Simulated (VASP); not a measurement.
Given:

```yaml
crystal:
  lattice:
    - [1.35890, -2.35368, 0.00000]
    - [1.35890, 2.35368, 0.00000]
    - [0.00000, 0.00000, 4.35364]
  atoms:
    - { symbol: Tc, position: [0.33333, 0.66667, 0.25000] }
    - { symbol: Tc, position: [0.66667, 0.33333, 0.75000] }
```

Level of theory: PBEsol GGA, VASP's PBE PAW potentials (set 64) (plane waves; VASP). Run with 400 eV cut-off, 17×17×10 Γ-centred mesh, tetrahedra with Blöchl corrections, potentials Tc_pv.

### Question
Tabulate the total density of states (states/eV per cell) against energy (eV; zero at the valence-band maximum or, without a gap, the Fermi level).

### Answer

(E (eV), DOS (states/eV)): (-9.98, 0.00); (-9.38, 0.00); (-8.90, 0.00); (-8.30, 0.00); (-7.70, 0.00); (-7.22, 0.05); (-6.62, 0.12); (-6.02, 0.20); (-5.54, 1.05); (-4.94, 2.89); (-4.34, 2.13); (-3.86, 1.76); (-3.26, 2.01); (-2.66, 1.92); (-2.18, 2.09); (-1.58, 2.56); (-0.98, 2.66); (-0.50, 3.07); (0.10, 1.69); (0.70, 1.54); (1.18, 1.43); (1.78, 1.54); (2.38, 2.24); (2.86, 3.03); (3.46, 1.86)
Within 2 eV below the Fermi level the largest weight inside VASP's projection spheres is Tc d.

The compound is Tc in the hcp structure. It was relaxed first.
